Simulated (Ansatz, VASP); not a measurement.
## Cross-check of Rb (Rubidium) between VASP and Ansatz

One calculation is typed for both programs; each brings its own data sets. How far apart do they land? The cell is taken from a series of runs on this material, whose earlier steps may have relaxed, scaled, displaced or heated it; both programs get it as it stands.

Main program and level: Ansatz 0.2.0; plane waves, with VASP 6.6.1 beside it; elastic constants at LDA.

## (1) Set-up

The structure is cubic, space group Im-3m (No. 229). Conventional cell: a = 5.384 Å, b = 5.384 Å, c = 5.384 Å, α = 90.00°, β = 90.00°, γ = 90.00°. Nearest to Rb lie 8 Rb at 4.66 Å.

Coordinates:

```cif
data_structure
_symmetry_space_group_name_H-M 'Im-3m'
_symmetry_Int_Tables_number 229
_cell_length_a 5.3837
_cell_length_b 5.3837
_cell_length_c 5.3837
_cell_angle_alpha 90.000
_cell_angle_beta 90.000
_cell_angle_gamma 90.000
_cell_volume 156.04
loop_
_atom_site_label
_atom_site_type_symbol
_atom_site_symmetry_multiplicity
_atom_site_Wyckoff_symbol
_atom_site_fract_x
_atom_site_fract_y
_atom_site_fract_z
_atom_site_occupancy
Rb1 Rb 2 a 0.00000 0.00000 0.00000 1
```

## (2) Ansatz: elastic constants, LDA

Ansatz runs on its default PAW (the set named soft_2) files.

Elastic constants are differences of stresses under small strains, so they test the stress and the mesh.

input.yaml

```yaml
crystal:
  lattice:
    - [-2.6918650228, 2.6918650228, 2.6918650228]
    - [2.6918650228, -2.6918650228, 2.6918650228]
    - [2.6918650228, 2.6918650228, -2.6918650228]
  atoms:
    - { symbol: Rb, position: [0.0, 0.0, 0.0] }
kpoints:
  mp_grid: { grid: [12, 12, 12] }
hamiltonian:
  xc: lda
scf:
  occupations: { method: methfessel_paxton, width: 0.25 }
output:
  forces: true
  stress: true
  eigenvalues: true
elastic:
  mode: relaxed_ion
  stencil: two_point
  amplitude: 0.01
```

The run is started by

```sh
$ ansatz run input.yaml --threads 4 --pin off --max-ram 16384MiB --backend cpu --events-out ev --progress --plain --runs-dir out
```

Numbers of over 12 decimals in the logs are rounded to 6 here.

Log:

```text
Engine: ansatz 0.2.0, x86_64-unknown-linux-gnu
Pseudopotentials: kind: paw
Pseudopotential: Rb, paw, valence charge 9, recommended cutoff 420 eV (normal), Rb.paw.azcp
Functional definition: SPW92
  exchange = slater_x
  correlation = pw_c
Crystal: 1 atoms, lattice volume = 78.022 Å³
Basis set: ecut = 420 eV, 1505 PW (Γ)
Bands: 9, of which v1, the nominal top of the filled ones, is band 5 counted from 1 (4 counted from 0)
Symmetry: 48 space group operations
Space group: Im-3m (ITA 229), of the structure as read, at distance tolerance 4.3e-5 Å
k-points: 72 of 1728
Non-local potential: Rb, projectors of the file, l = 0: 3, l = 1: 2, l = 2: 2
PAW form: soft (Blöchl's): semilocal exchange-correlation on the pseudo side does not see the compensation charge
PAW frozen core: Rb, regenerated for the run's functional, and the local potential with it (the file was generated under x = pbe(κ = 0.804, μ = 0.219515), c = pbe(β = 0.066725))
PAW one-centre angular grid: Rb, 110 points (default); XC on 64 Gauss nodes
Initial density: superposition of atomic densities (neutral atoms: chi_scale 0, normalization atom), corrected by the library's trained network
Initial wavefunctions: pseudopotential atomic-orbital guess
Functional: x = slater, c = lda
SCF iter   1: F=—  HF=-3170.755647 eV  |F-HF|=—  |Δ(HF+E_count)|=         —  Δρ=2.80e-3  dr2=2.39e-3  ethr=1.77e-3  ⟨swp⟩=6.1  Hψ=4915  notcnv=0
preconditioner: auto → Kerker (q_TF=auto, 1.904 Å⁻¹)  [metal: Δε(μ)=0.034 eV  Ē_g=3.739 eV  σ=0.250 eV  W_gap=0.11  n_scr=12 (ndim 8)  ℏωp=4.2 eV  f_vac=0.000  D(μ)=0.99/eV (n_scr^D=0)]
SCF iter   2: F=—  HF=-3170.755530 eV  |F-HF|=—  |Δ(HF+E_count)|=   1.17e-4  S|Δr|=    0.00e0  Δρ=1.46e-3  dr2=6.73e-4  ethr=2.65e-5  ⟨swp⟩=1.9  Hψ=1398  notcnv=0
SCF iter   3: F=—  HF=-3170.755538 eV  |F-HF|=—  |Δ(HF+E_count)|=   7.36e-6  S|Δr|=    0.00e0  Δρ=1.59e-4  dr2=2.42e-5  ethr=7.48e-6  ⟨swp⟩=2.2  Hψ=991  notcnv=0
SCF iter   4: F=—  HF=-3170.755551 eV  |F-HF|=—  |Δ(HF+E_count)|=   1.36e-5  S|Δr|=    0.00e0  Δρ=8.24e-5  dr2=4.23e-6  ethr=2.69e-7  ⟨swp⟩=2.0  Hψ=973  notcnv=0
SCF iter   5: F=—  HF=-3170.755549 eV  |F-HF|=—  |Δ(HF+E_count)|=   1.95e-6  S|Δr|=    0.00e0  Δρ=2.66e-5  dr2=7.45e-7  ethr=4.70e-8  ⟨swp⟩=2.0  Hψ=940  notcnv=0
SCF iter   6: F=—  HF=-3170.755551 eV  |F-HF|=—  |Δ(HF+E_count)|=   1.20e-6  S|Δr|=    0.00e0  Δρ=4.98e-6  dr2=4.95e-8  ethr=8.28e-9  ⟨swp⟩=2.5  Hψ=901  notcnv=0
SCF iter   7: F=—  HF=-3170.755551 eV  |F-HF|=—  |Δ(HF+E_count)|=   1.27e-8  S|Δr|=    0.00e0  Δρ=8.92e-7  dr2=8.60e-10  ethr=5.50e-10  ⟨swp⟩=2.3  Hψ=899  notcnv=0
SCF iter   8: F=—  HF=-3170.755551 eV  |F-HF|=—  |Δ(HF+E_count)|=  1.05e-11  S|Δr|=    0.00e0  Δρ=2.85e-7  dr2=8.93e-11  ethr=9.55e-12  ⟨swp⟩=2.4  Hψ=951  notcnv=0
SCF iter   9: F=—  HF=-3170.755551 eV  |F-HF|=—  |Δ(HF+E_count)|=  6.82e-12  S|Δr|=    0.00e0  Δρ=3.14e-8  dr2=1.16e-12  ethr=9.93e-13 (applied; sched 1.00e-12)  ⟨swp⟩=2.3  Hψ=919  notcnv=0
SCF iter  10: F=-3170.755551 eV  HF=-3170.755551 eV  |F-HF|=9.09e-13  |Δ(HF+E_count)|=  9.09e-13  S|Δr|=    0.00e0  Δρ=4.58e-9  dr2=1.69e-14  ethr=1.00e-12  ⟨swp⟩=4.9  Hψ=2164  notcnv=0
SCF 1 converged in 10 iterations: F = -3170.755551 eV  dr2 = 1.69e-14
  greatest PAW one-centre occupation: 0.975 electrons in one spin orbital (limit 2), on the Rb atom at site 0 (counted from 0), in its partial waves of l = 0
Crystal: 1 atoms, lattice volume = 77.242 Å³
Basis set: ecut = 420 eV, 1497 PW (Γ)
Symmetry: 16 space group operations
k-points: 163 of 1728
Initial density: handed on by an earlier stage of this run
Initial wavefunctions: those handed on with the density
[...]
preconditioner: auto → Kerker (q_TF=auto, 1.907 Å⁻¹)  [metal: Δε(μ)=0.018 eV  Ē_g=3.762 eV  σ=0.250 eV  W_gap=0.06  n_scr=12 (ndim 8)  ℏωp=4.2 eV  f_vac=0.000  D(μ)=1.00/eV (n_scr^D=0)]
[...]
SCF 2 converged in 9 iterations: F = -3170.755532 eV  dr2 = 8.67e-15
Crystal: 1 atoms, lattice volume = 78.803 Å³
Basis set: ecut = 420 eV, 1521 PW (Γ)
[...]
preconditioner: auto → Kerker (q_TF=auto, 1.900 Å⁻¹)  [metal: Δε(μ)=0.002 eV  Ē_g=3.728 eV  σ=0.250 eV  W_gap=0.01  n_scr=12 (ndim 8)  ℏωp=4.2 eV  f_vac=0.000  D(μ)=0.99/eV (n_scr^D=0)]
[...]
SCF 3 converged in 6 iterations: F = -3170.755390 eV  dr2 = 3.84e-14
Crystal: 1 atoms, lattice volume = 78.021 Å³
Symmetry: 8 space group operations
k-points: 280 of 1728
[...]
eigensolver tolerance schedule: the retry pair's looser diagonalisation over-reported the residual by 1594.81 of it (diagonalisation noise at 8.12 of the residual, at the tolerance the schedule requests for it); recorded, not acted on — ethr = c·dr2/N_el stays at c = 1.0e-1
preconditioner: auto → Kerker (q_TF=auto, 1.904 Å⁻¹)  [metal: Δε(μ)=0.004 eV  Ē_g=3.745 eV  σ=0.250 eV  W_gap=0.01  n_scr=12 (ndim 8)  ℏωp=4.2 eV  f_vac=0.000  D(μ)=0.99/eV (n_scr^D=0)]
[...]
SCF iter   5: F=—  HF=-3170.755499 eV  |F-HF|=—  |Δ(HF+E_count)|=  9.69e-11  S|Δr|=    0.00e0  Δρ=1.96e-7  dr2=2.22e-11  ethr=3.17e-12  ⟨swp⟩=1.5  Hψ=2673  notcnv=0
SCF iter   6: F=—  HF=-3170.755499 eV  |F-HF|=—  |Δ(HF+E_count)|=  5.91e-12  S|Δr|=    0.00e0  Δρ=6.99e-8  dr2=2.16e-12  ethr=2.47e-13 (applied; sched 1.00e-12)  ⟨swp⟩=2.0  Hψ=3636  notcnv=0
SCF iter   7: F=-3170.755499 eV  HF=-3170.755499 eV  |F-HF|=1.36e-12  |Δ(HF+E_count)|=  2.27e-12  S|Δr|=    0.00e0  Δρ=8.05e-9  dr2=6.57e-14  ethr=1.00e-12  ⟨swp⟩=3.8  Hψ=9885  notcnv=0
SCF 4 converged in 7 iterations: F = -3170.755499 eV  dr2 = 6.57e-14
iter 1 solved again at ethr=4.29e-11 eV; its pass at ethr=3.10e-3 eV (dr2=3.86e-9 eV) is discarded
SCF iter   1: F=—  HF=-3170.755499 eV  |F-HF|=—  |Δ(HF+E_count)|=         —  Δρ=2.30e-6  dr2=3.51e-9  ethr=4.29e-11  ⟨swp⟩=3.7  Hψ=22626  notcnv=0
SCF iter   2: F=—  HF=-3170.755499 eV  |F-HF|=—  |Δ(HF+E_count)|=   6.42e-9  S|Δr|=    0.00e0  Δρ=1.35e-6  dr2=1.97e-9  ethr=3.90e-11  ⟨swp⟩=1.0  Hψ=2519  notcnv=0
SCF iter   3: F=—  HF=-3170.755499 eV  |F-HF|=—  |Δ(HF+E_count)|=   2.03e-9  S|Δr|=    0.00e0  Δρ=4.23e-7  dr2=9.80e-11  ethr=2.18e-11  ⟨swp⟩=1.6  Hψ=2833  notcnv=0
SCF iter   4: F=—  HF=-3170.755499 eV  |F-HF|=—  |Δ(HF+E_count)|=  3.43e-10  S|Δr|=    0.00e0  Δρ=6.10e-8  dr2=3.96e-12  ethr=1.09e-12  ⟨swp⟩=2.0  Hψ=3119  notcnv=0
SCF iter   5: F=—  HF=-3170.755499 eV  |F-HF|=—  |Δ(HF+E_count)|=  1.36e-12  S|Δr|=    0.00e0  Δρ=1.33e-8  dr2=2.77e-13  ethr=4.40e-14 (applied; sched 1.00e-12)  ⟨swp⟩=1.9  Hψ=2991  notcnv=0  defer=1
SCF iter   6: F=-3170.755499 eV  HF=-3170.755499 eV  |F-HF|=1.36e-12  |Δ(HF+E_count)|=  1.82e-12  S|Δr|=    0.00e0  Δρ=3.86e-9  dr2=1.73e-14  ethr=1.00e-12  ⟨swp⟩=4.6  Hψ=7930  notcnv=0
SCF 5 converged in 6 iterations: F = -3170.755499 eV  dr2 = 1.73e-14
SCF converged after 10 iterations
Stability not checked: this state was not tested for a lower state beside it, because cold or Methfessel-Paxton smearing, or corrected tetrahedra, fill the levels in a way that the test cannot read (fill_not_monotonic; see scf.lower_state_search)
Free energy (F): -3170.755551 eV
Harris-Foulkes:  -3170.755551 eV  (|F-HF|=9.09e-13)
Internal energy: -3170.753227 eV  (E = F + TS)
E sigma→0 (E₀):  -3170.754970 eV
Entropy (-TS):   -0.002324 eV (-2.324 meV/atom)
Fermi energy:    2.398368 eV
--- Per-component energies (eV) ---
  E_band       = -114.019562
  E_kinetic    = 191.173016
  E_local      = -680.719999  (includes V_loc(G=0)·N_el)
  E_nonlocal   = 178.052994
  E_hartree    = 185.917930
  E_xc         = -127.567999
  E_vxc        = -134.428146  (∫ρ·V_xc dr)
  E_paw        = -2523.665137  (= ΣΔE_a)
  E_vpaw       = -39.933282  (= ΣTr[D̂ρ^β])
  E_aug_tail   = -0.000002  (compensation charges beyond the density's cutoff)
  E_ewald      = -394.215289
  E_core_change = 0.271259  (= ΣΔE_core)
  E_smearing   = -0.002324  (= −TS)
  E_closure    = -0.000000  (closes the sum)
  Σ components = -3170.755551   (vs F -3170.755551, Δ=0.00e0)
--- Forces (eV/Å), atoms counted from 1 ---
  atom   1  Rb    -0.00000000    -0.00000000     0.00000000
  max |Σ_I F_I| component: 1.52e-31 eV/Å
--- Stress (GPa, compression-positive) ---
       -0.014994       0.000000      -0.000000
        0.000000      -0.014994       0.000000
        0.000000       0.000000      -0.014994
  P = ⅓ Tr σ = -0.0150 GPa (-0.150 kbar)
--- Band table (eV; the first three rows and the last of 72) ---
  k-point 0: bands = ["-26.3933", "-10.4062", "-10.4062", "-10.4062", "0.2024", "6.1239", "6.1239", "6.1239", "7.2170"]
  k-point 1: bands = ["-26.3928", "-10.4178", "-10.4099", "-10.4062", "0.2981", "6.0015", "6.0038", "6.2152", "7.0230"]
  k-point 2: bands = ["-26.3911", "-10.4491", "-10.4198", "-10.4063", "0.5771", "5.5499", "5.7209", "6.4860", "6.9171"]
  k-point 71: bands = ["-26.3775", "-10.5231", "-10.5231", "-10.5231", "3.5617", "3.5617", "6.0648", "6.0648", "6.0648"]
--- Elastic constants: 2 strain directions × 2 members + reference (group order 48) ---
  dense FFT box of the reference and of every strained cell: 32×32×32
  strains applied: 11, 23; error gains: componentwise 1.00 (the most a stress slope's error grows in a printed constant), spectral 1.73 (1 for all six strains in a standard setting)
  C = ∂σ_k/∂η_j (tension-positive GPa; Voigt order 11 22 33 23 13 12):
         3.677      3.457      3.457      0.000     -0.000     -0.000
         3.457      3.677      3.457      0.000      0.000     -0.000
         3.457      3.457      3.677     -0.000     -0.000      0.000
         0.000      0.000      0.000      2.139      0.000      0.000
        -0.000     -0.000      0.000     -0.000      2.139      0.000
         0.000     -0.000     -0.000     -0.000     -0.000      2.139
  reference stress σ⁰ (GPa):      0.015      0.015      0.015     -0.000      0.000     -0.000
  C* (energy form; C + prestress term) asymmetry max|C*_kj − C*_jk| = 2.220e-15 GPa — a small one proves nothing (zero by symmetry where the batch's group is 432, −43m or m−3m); a large one is finite-difference/SCF noise where every solve meets its electron count
  moduli (Voigt/Reuss/Hill, GPa): K = 3.53/3.53/3.53   G = 1.33/0.26/0.79   E = 2.21   ν = 0.396
  mechanically stable: yes (min eigenvalue of sym C = 0.22 GPa)
  strain η (Voigt 11):  stress-route row diagonal C_11 = 3.68 GPa, energy-path curvature d²(F+E_count+ΔE)/dδ²/Ω₀ = 3.68 GPa
         δ    σ_11 (GPa)             F (eV)   n_scf  n_hpsi   n_pw
    -1.000e-2      -0.0229       -3170.7555321       9   32913   1524   relax 0 steps, max|allowed force component| 0.00e0 eV/Å
     1.000e-2       0.0507       -3170.7553897       6   27048   1556   relax 0 steps, max|allowed force component| 0.00e0 eV/Å
  strain η (Voigt 23):  stress-route row diagonal C_44 = 2.14 GPa, energy-path curvature d²(F+E_count+ΔE)/dδ²/Ω₀ = 2.13 GPa
         δ    σ_23 (GPa)             F (eV)   n_scf  n_hpsi   n_pw
    -1.000e-2      -0.0214       -3170.7554985       7   52436   1539   relax 0 steps, max|allowed force component| 0.00e0 eV/Å
     1.000e-2       0.0214       -3170.7554985       6   45942   1539   relax 0 steps, max|allowed force component| 0.00e0 eV/Å
```

(Part 1 of 2 ends here.)

[Lines on the potential files, build, host, timing and source positions are cut from VASP's logs without a mark.]

[Logs are printed without paths, hosts, clocks, repeated set-up lines and the standing remarks that a program may print on its own settings, such as how far it seeks lower states.]

[Hosts, paths, dates, database ids (printed as entryN), source tags and the programs' standing remarks are cut or masked in the printed files.]
